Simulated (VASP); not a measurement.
Data:

```yaml
crystal:
  lattice:
    - [6.25706, 0.00000, 0.00000]
    - [0.00000, 6.25706, 0.00000]
    - [0.00000, 0.00000, 6.25706]
  atoms:
    - { symbol: Cd, position: [0.00000, 0.00000, 0.00000] }
    - { symbol: Cd, position: [0.50000, 0.50000, 0.00000] }
    - { symbol: Cd, position: [0.50000, 0.00000, 0.50000] }
    - { symbol: Te, position: [0.22738, 0.27262, 0.27262] }
    - { symbol: Te, position: [0.77262, 0.72738, 0.27262] }
    - { symbol: Te, position: [0.77262, 0.27262, 0.72738] }
    - { symbol: Te, position: [0.22738, 0.72738, 0.72738] }
    - { symbol: Be, position: [0.00000, 0.50000, 0.50000] }
```

All values below come from PBEsol GGA, VASP's PBE PAW potentials (set 64) (plane waves; VASP 6.6.1). Numerical set-up: 400 eV cut-off, Gaussian smearing of 0.050 eV, potentials Cd Te Be.

Unless said otherwise, spin-orbit coupling is left out, though it shifts the bands of the heavy elements here.

Q: Give the energies of bands 23 to 36 at the high-symmetry points, in eV from the valence-band maximum.

A: 
```
band      Γ      X      M      R
----  -----  -----  -----  -----
23    -2.26  -2.70  -3.77  -4.54
24    -2.26  -2.59  -2.63  -1.23
25    -2.26  -2.59  -2.63  -1.23
26    -1.80  -2.53  -2.29  -1.23
27    -1.80  -2.38  -1.94  -0.60
28    -1.80  -1.33  -1.03  -0.60
29     0.00  -1.33  -1.03  -0.60
30     0.00  -0.79  -0.97  -0.51
31     0.00  -0.79  -0.23  -0.51
32     1.23   2.76   2.49   1.80
33     2.19   2.81   3.45   1.80
34     2.19   3.40   3.60   1.80
35     2.48   3.43   3.60   2.24
36     2.48   4.43   4.62   4.74
```

The gap is direct, 1.23 eV, from the valence maximum at Γ to the conduction minimum at Γ.

The structure was generated: BeCd3Te4 was put into an ordered model structure (P-43m), which need not be its known phase. It was relaxed first.
